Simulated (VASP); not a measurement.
Data:

```yaml
crystal:
  lattice:
    - [2.70125, 0.00000, 0.00000]
    - [-2.70125, 2.70125, 0.00000]
    - [0.00000, 0.00000, 19.70000]
  atoms:
    - { symbol: Rh, position: [0.00000, 0.00000, 0.45178] }
    - { symbol: Rh, position: [0.00000, 0.50000, 0.35533] }
    - { symbol: Rh, position: [0.00000, 0.00000, 0.64467] }
    - { symbol: Rh, position: [0.00000, 0.50000, 0.54822] }
```

All values below come from PBE GGA, VASP's PBE PAW potentials (set 64) (plane waves; VASP). Numerical set-up: 300 eV cut-off, 8×6×1 Γ-centred mesh, Gaussian smearing of 0.14 eV, potentials Rh_pv.

The cell holds a wide vacuum, so values per volume refer to the whole cell.

**Question.** Estimate the energy per atom (σ→0), largest force, band gap (on the k-mesh) with the smallest direct gap where there is one.

**Answer.** 
- band gap (on the k-mesh) = none (metal, semimetal or under 0.01 eV)
- energy per atom (σ→0) = -6.712 eV/atom
- largest force = 0.464 eV/Å

The absolute energy has meaning only against runs of the same code, potentials and settings.

The cell is a sheet with vacuum, built from a generated structure.
